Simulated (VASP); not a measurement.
Runs of VASP 6.6.1 on TiC. The structure is cubic, space group Fm-3m (No. 225). Conventional cell: a = 4.319 Å, b = 4.319 Å, c = 4.319 Å, α = 90.00°, β = 90.00°, γ = 90.00°. Ti (site symmetry m-3m) is surrounded by 6 C at 2.16 Å. Around C (site symmetry m-3m) lie 6 Ti at 2.16 Å. 

| level | potentials or basis | k mesh | grid for exact exchange (PRECFOCK) | screening parameter | gap on the mesh (eV) | pressure (GPa) |
| --- | --- | --- | --- | --- | --- | --- |
| PBEsol | VASP PAW PBE potentials, release 64 (Ti_sv, C) | 12 × 12 × 12 | - | - | none | -4.3 |
| LDA | VASP PAW LDA potentials, release 64 (Ti_sv, C) | 12 × 12 × 12 | - | - | none | (a) |
| HSE06 | VASP PAW PBE potentials, release 64 (Ti_sv, C) | 7 × 7 × 7 | Fast | 0.2 1/A | none | -2.5 |
| r2SCAN | VASP PAW PBE potentials, release 64 (Ti_sv, C) | 12 × 12 × 12 | - | - | none | 2.7 |

Alike in all rows: task single point; no spin polarisation; cell as given; cutoff (eV) 520; smearing fermi-dirac 0.05 eV.

Problem. Estimate the missing entries.

Solution. (a) -9.9.

Caveats: the PAW data sets were made with another functional, which shifts forces and pressure a little (some runs).

A gap of «none» marks a metal or a gap under the smearing width.

Runs at the PBE level aren't shown here.
